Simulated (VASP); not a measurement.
For cubic MgS (space group Fm-3m), PBE GGA, VASP's PBE PAW potentials (set 64) (VASP 6.6.1) gives ε∞ = 5.46, a static ε₀ = 16.83 and a transverse optical mode at 219 cm⁻¹.

**Question.** Estimate the longitudinal optical frequency at Γ.

**Answer.** By the Lyddane-Sachs-Teller relation, ω_LO = ω_TO √(ε₀/ε∞) = 219 × √(16.83/5.46) = 384 cm⁻¹.

The structure comes from a computed database's MgS entry; how it stands against other phases isn't given here. The cell was not relaxed at this level. The run is one of a series of settings (EDIFF = 1E-8, IBRION = 8, LEPSILON = .TRUE., NSW = 1 against the base run), some of them coarse on purpose.
